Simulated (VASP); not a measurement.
Computed with PW91 GGA, VASP's PBE PAW potentials (set 64) (plane waves; VASP).

The input files of a VASP run:

KPOINTS:
```
Automatic mesh
0
Gamma
16 16 16
0 0 0
```

File POSCAR:
```
Fe
1
   -1.4350000000     1.4350000000     1.4350000000
    1.4350000000    -1.4350000000     1.4350000000
    1.4350000000     1.4350000000    -1.4350000000
Fe
1
Direct
  0.0000000000   0.0000000000   0.0000000000
```

### INCAR
```
! general
SYSTEM  = Fe
PREC    = Accurate
ENCUT   = 400
LREAL   = F
LASPH   = T

! electronic loop
EDIFF   = 1E-6
NELM    = 100
ALGO    = Normal
LMAXMIX = 4

! smearing
ISMEAR  = 1
SIGMA   = 0.1

! functional
GGA     = 91

! spin
ISPIN   = 2
MAGMOM  = 2.5

! ions
ISIF    = 2

! output
LWAVE   = F
LCHARG  = F
LORBIT  = 10
```

POTCAR, in this order: Fe (PBE.64 set). Program: vasp_std.

Question: What does the run give for the energy per atom (σ→0), cell moment, pressure, band gap (on the k-mesh)?

Answer: 
```json
{
 "energy per atom (σ→0)": "-8142 meV/atom",
 "cell_moment": "2.26 μB",
 "band gap (on the k-mesh)": "none (metal, semimetal or under 0.01 eV)",
 "pressure": "-7.43 GPa"
}
```

OSZICAR:
```
...
DAV:   8    -0.814747347494E+01    0.39100E-02   -0.75711E-03  6440   0.711E-01    0.141E+00
DAV:   9    -0.814147685846E+01    0.59966E-02   -0.12431E-02  6504   0.948E-01    0.408E-01
DAV:  10    -0.814180500446E+01   -0.32815E-03   -0.18947E-04  5463   0.183E-01    0.217E-01
DAV:  11    -0.814194037013E+01   -0.13537E-03   -0.41740E-04  6156   0.212E-01    0.481E-02
DAV:  12    -0.814193363415E+01    0.67360E-05   -0.76179E-06  5294   0.315E-02    0.227E-02
DAV:  13    -0.814193232786E+01    0.13063E-05   -0.25579E-06  3117   0.184E-02    0.823E-03
DAV:  14    -0.814193225409E+01    0.73772E-07   -0.60107E-07  2643   0.127E-02
   1 F= -.81419323E+01 E0= -.81420070E+01  d E =0.224239E-03  mag=     2.2624
```

The compound is Fe in the bcc structure. The cell was not relaxed at this level. The run is one of a series of settings (GGA = 91 against the base run), some of them coarse on purpose.
